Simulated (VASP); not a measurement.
These are vdW-DF2, VASP's PBE PAW potentials (set 64) (plane waves; VASP 6.6.1) values and carry that method's errors.

VASP ran on this input.

KPOINTS:
```
k-points along high-symmetry lines
15
Line-mode
Reciprocal
  0.000000   0.000000   0.000000 ! GAMMA
  0.000000   0.500000   0.000000 ! X

  0.000000   0.500000   0.000000 ! X
  0.500000   0.500000   0.000000 ! M

  0.500000   0.500000   0.000000 ! M
  0.000000   0.000000   0.000000 ! GAMMA

  0.000000   0.000000   0.000000 ! GAMMA
  0.500000   0.500000   0.500000 ! R

  0.500000   0.500000   0.500000 ! R
  0.000000   0.500000   0.000000 ! X

  0.500000   0.500000   0.500000 ! R
  0.500000   0.500000   0.000000 ! M
```

**INCAR**
```
# general
SYSTEM    =  AuZn
PREC      =  Accurate
ENCUT     =  520
LREAL     =  .False.
LASPH     =  .True.
ICHARG    =  11

# electronic loop
EDIFF     =  1E-7
NELM      =  100
ALGO      =  Normal
LMAXMIX   =  6

# smearing
ISMEAR    =  0
SIGMA     =  0.05

# functional
GGA       =  ML
LUSE_VDW  =  .True.
AGGAC     =  0.0
ZAB_VDW   =  -1.8867

# output
LWAVE     =  .False.
LCHARG    =  .False.
LORBIT    =  11
```

File POSCAR:
```
AuZn
1
    3.3236024508    -0.0000000000     0.0000000000
   -0.0000000000     3.3236024508     0.0000000000
   -0.0000000000    -0.0000000000     3.3236024508
Zn Au
1 1
Direct
  0.5000000000   0.5000000000   0.5000000000
  0.0000000000   0.0000000000   0.0000000000
```

POTCAR, in this order: Zn Au (PBE.64 set). Program: vasp_std. Read from the step before: CHGCAR.

The run wrote:

File OSZICAR:
```
       N       E                     dE             d eps       ncg     rms          rms(c)
DAV:   1     0.138301707433E+03    0.13830E+03   -0.11713E+04  2700   0.188E+03
DAV:   2     0.785940148628E+01   -0.13044E+03   -0.12482E+03  2833   0.346E+02
DAV:   3     0.298344786824E+01   -0.48760E+01   -0.48513E+01  3365   0.756E+01
DAV:   4     0.295070890287E+01   -0.32739E-01   -0.32680E-01  3050   0.550E+00
DAV:   5     0.295026259433E+01   -0.44631E-03   -0.44627E-03  3316   0.612E-01
DAV:   6     0.295025262819E+01   -0.99661E-05   -0.99660E-05  3092   0.843E-02
DAV:   7     0.295025233376E+01   -0.29444E-06   -0.29449E-06  3358   0.152E-02
DAV:   8     0.295025232604E+01   -0.77230E-08   -0.77705E-08  2403   0.250E-03
   1 F= 0.29502523E+01 E0= 0.29516348E+01  d E =-.276497E-02
```

File OUTCAR:
```
 val. band max:        5.8907482123   @ k =   0.4643   0.5000   0.4643

 cond. band min:       5.8963740417   @ k =   0.4643   0.5000   0.0000



 k-point     1 :       0.0000    0.0000    0.0000
  band No.  band energies     occupation
      1      -3.7210      2.00000
      2      -2.3385      2.00000
      3      -2.3385      2.00000
      4      -1.9902      2.00000
      5      -1.9902      2.00000
      6      -1.9902      2.00000
      7       0.5882      2.00000
      8       0.5882      2.00000
      9       1.9331      2.00000
     10       1.9331      2.00000
     11       1.9331      2.00000
     12      10.1677      0.00000
     13      10.1677      0.00000
     14      10.1677      0.00000
     15      11.8442      0.00000

 k-point     2 :       0.0000    0.0357    0.0000
  band No.  band energies     occupation
      1      -3.7011      2.00000
      2      -2.3363      2.00000
      3      -2.3347      2.00000
      4      -1.9906      2.00000
      5      -1.9906      2.00000
      6      -1.9892      2.00000
      7       0.5872      2.00000
      8       0.5946      2.00000
      9       1.9213      2.00000
     10       1.9213      2.00000
     11       1.9322      2.00000
     12       9.8904      0.00000
     13      10.2020      0.00000
     14      10.2020      0.00000
     15      12.0638      0.00000

 k-point     3 :       0.0000    0.0714    0.0000
  band No.  band energies     occupation
      1      -3.6415      2.00000
      2      -2.3298      2.00000
      3      -2.3235      2.00000
      4      -1.9917      2.00000
      5      -1.9917      2.00000
      6      -1.9863      2.00000
      7       0.5844      2.00000
      8       0.6133      2.00000
      9       1.8868      2.00000
     10       1.8868      2.00000
     11       1.9298      2.00000
     12       9.2947      0.00000
     13      10.3040      0.00000
     14      10.3040      0.00000
     15      12.4853      0.00000

...
```

The density is held fixed in this step, so its total energy and stress have no physical meaning. Unless said otherwise, spin-orbit coupling is left out, though it shifts the bands of the heavy elements here.

The compound is AuZn in the CsCl type structure. It was relaxed first, which changed the volume by +17 %. The electron count is odd and the run is not spin-polarised, which forces a metal.
